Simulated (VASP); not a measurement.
```yaml
crystal:
  lattice:
    - [0.00000, 3.28021, 3.28021]
    - [3.28021, 0.00000, 3.28021]
    - [3.28021, 3.28021, 0.00000]
  atoms:
    - { symbol: Li, position: [0.25000, 0.25000, 0.25000] }
    - { symbol: Li, position: [0.75000, 0.75000, 0.75000] }
    - { symbol: Li, position: [0.50000, 0.50000, 0.50000] }
    - { symbol: Cd, position: [0.00000, 0.00000, 0.00000] }
```

All values below come from PBEsol GGA with spin-orbit coupling, VASP's PBE PAW potentials (set 64) (plane waves; VASP 6.6.1). Settings: 520 eV cut-off, 7×7×7 Γ-centred mesh, Gaussian smearing of 0.050 eV, potentials Li_sv Cd.

### Question
Give the energies of bands 17 to 27 at the high-symmetry points, in eV from the Fermi level.

### Answer

```tsv
band	Γ	X	U	L	W
17	-5.61	-3.42	-3.45	-4.10	-3.36
18	-5.61	-3.42	-3.45	-4.10	-3.36
19	2.99	-1.69	-1.38	-2.33	-1.15
20	2.99	-1.69	-1.38	-2.33	-1.15
21	3.26	-0.33	-1.27	2.10	-1.05
22	3.26	-0.33	-1.27	2.10	-1.05
23	3.26	-0.23	0.22	2.27	-0.83
24	3.26	-0.23	0.22	2.27	-0.83
25	4.07	2.45	3.26	3.10	4.66
26	4.07	2.45	3.26	3.10	4.66
27	4.07	4.21	5.59	3.14	5.90
```

It has no gap at this level: it comes out as a metal or semimetal.

The structure comes from a computed database's Li3Cd entry (Fm-3m); how it stands against other phases isn't given here. It was relaxed first.
